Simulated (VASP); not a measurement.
Write the native input for VASP 6.6.1 that does the following.

| Quantity | Value |
| --- | --- |
| Task | relaxation of cell and atoms |
| Functional | LDA |
| Potentials or basis | VASP PAW LDA potentials, release 64 (S, Mo_sv) |
| Cutoff | 600 eV |
| k mesh | 12 × 12 × 1 |
| Occupations | gaussian, width 0.03 eV |
| Spin | no spin polarisation |
| Further INCAR settings | ALGO = Normal; EDIFF = 1e-07; IBRION = 2; EDIFFG = -0.005; NSW = 90; ISIF = 3 |

The structure of MoS2 lies in POSCAR:

```
MoS2                                    
1.0
    3.1223808343      0.0000000000      0.0000000000
   -1.5611904172      2.7040611184      0.0000000000
    0.0000000000      0.0000000000     39.6162960000
  S               Mo            
     8     4
Direct
     0.3333333300000021    0.6666666699999979    0.2314078533443948
     0.3333333300000021    0.6666666699999979    0.3098723708235139
     0.6666666699999979    0.3333333300000021    0.3841989046273812
     0.6666666699999979    0.3333333300000021    0.4627049707505209
     0.3333333300000021    0.6666666699999979    0.5372950292494793
     0.3333333300000021    0.6666666699999979    0.6158010953726187
     0.6666666699999979    0.3333333300000021    0.6901276291764865
     0.6666666699999979    0.3333333300000021    0.7685921466556047
     0.6666666699999979    0.3333333300000021    0.2706050440961510
     0.3333333300000021    0.6666666699999979    0.4234507287738645
     0.6666666699999979    0.3333333300000021    0.5765492712261352
     0.3333333300000021    0.6666666699999979    0.7293949559038486
```

These files were run (other wordings do the same):

INCAR

```
SYSTEM = MoS2
  PREC = Accurate
  ENCUT = 600
  EDIFF = 1E-7
  ISMEAR = 0
  SIGMA = 0.03
  LREAL = .False.
  LASPH = .True.
  NELM = 80
  ALGO = Normal
  ISIF = 3
  LWAVE = .False.
  LCHARG = .False.
  GGA = CA
  IBRION = 2
  NSW = 90
  EDIFFG = -0.005
  LATTICE_CONSTRAINTS = .TRUE. .TRUE. .FALSE.
  KPAR = 8
```

KPOINTS

```
Automatic mesh
0
Gamma
  12 12 1
  0 0 0
```

Potentials or basis: VASP PAW LDA potentials, release 64 (S, Mo_sv).

Command:

```console
$ cat potpaw_LDA.64/S/POTCAR potpaw_LDA.64/Mo_sv/POTCAR > POTCAR
$ mpirun -np 8 vasp_std > vasp.out
```

It gave:

```json
{
  "Energy gained by relaxing": "0.0 meV/atom",
  "Ionic steps": "5",
  "Largest force after relaxing": "0.005 eV/Å",
  "Band gap on the k mesh": "0.90 eV, indirect (least direct gap 1.79 eV)"
}
```

Wall time 4.1 min on 8 MPI ranks on Intel(R) Xeon(R) Platinum 8488C (Sapphire Rapids), on a shared host, peak memory 0.67 GiB a rank.
